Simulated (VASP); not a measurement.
Energy against volume of Ru (hcp). All values below come from MS2 meta-GGA, VASP's PBE PAW potentials (set 64) (plane waves; VASP). Numerical set-up: 520 eV cut-off, 15×15×9 Γ-centred mesh, first-order Methfessel-Paxton smearing of 0.10 eV, potentials Ru_pv.

Shape and ions are relaxed at each volume.

| V (Å³/atom) | E (eV/atom) |
|---|---|
| 12.655 | -7.79696 |
| 13.059 | -7.84215 |
| 13.462 | -7.85593 |
| 13.866 | -7.84338 |

Problem. Fit these four points and predict the energy of the run at 14.270 Å³/atom.

Solution. A cubic in V^(−2/3), the third-order Birch-Murnaghan form, passes through the four points with V0 = 13.46 Å³/atom and B0 = 348 GPa, and gives -7.8086 eV/atom there. The run gave -7.8088 eV/atom, -0.1 meV/atom from the fit; all five points give B0 = 348 GPa.

The compound is Ru in the hcp structure. It was relaxed first.
